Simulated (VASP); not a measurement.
An input for Quantum ESPRESSO's pw.x (written as the equivalent of a VASP run, and not itself run):

```
&CONTROL
  calculation = 'scf'
  pseudo_dir = './pseudo'
  outdir = './out'
  tprnfor = .true.
  tstress = .true.
/
&SYSTEM
  ibrav = 0
  nat = 14
  ntyp = 2
  ecutwfc = 84
  occupations = 'smearing'
  smearing = 'gaussian'
  degauss = 0.003675
  input_dft = 'pbesol'
/
&ELECTRONS
  conv_thr = 7.3e-08
  electron_maxstep = 100
/
ATOMIC_SPECIES
  Ge 72.630 Ge.upf
  N 14.007 N.upf
CELL_PARAMETERS angstrom
     8.0654220    0.0000000    0.0000000
    -4.0327110    6.9848600    0.0000000
     0.0000000    0.0000000    3.0890700
ATOMIC_POSITIONS crystal
  Ge   0.8291500  0.2354800  0.7500000
  Ge   0.1708500  0.7645200  0.2500000
  Ge   0.5936700  0.8291500  0.2500000
  Ge   0.4063300  0.1708500  0.7500000
  Ge   0.7645200  0.5936700  0.7500000
  Ge   0.2354800  0.4063300  0.2500000
  N    0.6666670  0.3333330  0.7500000
  N    0.3333330  0.6666670  0.2500000
  N    0.6696300  0.9727200  0.7500000
  N    0.3303700  0.0272800  0.2500000
  N    0.6969100  0.6696300  0.2500000
  N    0.3030900  0.3303700  0.7500000
  N    0.0272800  0.6969100  0.7500000
  N    0.9727200  0.3030900  0.2500000
K_POINTS automatic
  3 3 7 0 0 0
```

Problem. Translate this input to VASP (INCAR, KPOINTS, POSCAR, choice of POTCAR).

Solution. This is not unique; one that fits is 
### KPOINTS
```
Automatic mesh
0
Gamma
3 3 7
0 0 0
```

### INCAR
```
SYSTEM = Ge3N4
PREC = Accurate
ENCUT = 400
EDIFF = 1E-6
NELM = 100
ALGO = Normal
LREAL = Auto
LASPH = .TRUE.
ISMEAR = 0
SIGMA = 0.05
GGA = PS
LMAXMIX = 4
LWAVE = .FALSE.
LCHARG = .FALSE.
ISIF = 2
```

File POSCAR:
```
Ge3N4
1
    8.0654220000     0.0000000000     0.0000000000
   -4.0327110000     6.9848600000     0.0000000000
    0.0000000000     0.0000000000     3.0890700000
Ge N
6 8
Direct
  0.8291500000   0.2354800000   0.7500000000
  0.1708500000   0.7645200000   0.2500000000
  0.5936700000   0.8291500000   0.2500000000
  0.4063300000   0.1708500000   0.7500000000
  0.7645200000   0.5936700000   0.7500000000
  0.2354800000   0.4063300000   0.2500000000
  0.6666670000   0.3333330000   0.7500000000
  0.3333330000   0.6666670000   0.2500000000
  0.6696300000   0.9727200000   0.7500000000
  0.3303700000   0.0272800000   0.2500000000
  0.6969100000   0.6696300000   0.2500000000
  0.3030900000   0.3303700000   0.7500000000
  0.0272800000   0.6969100000   0.7500000000
  0.9727200000   0.3030900000   0.2500000000
```

POTCAR, in this order: Ge_d N (PBE.64 set). Program: vasp_std.

The two are equivalent in intent, not identical: the potentials are each code's own (VASP's PAW set, PseudoDojo norm-conserving files in pw.x), so ENCUT and ecutwfc are chosen apart and not converted; conv_thr bounds pw.x's estimated SCF error, while EDIFF bounds the energy change between steps.

The structure comes from a computed database's Ge3N4 entry; how it stands against other phases isn't given here. The cell was not relaxed at this level.
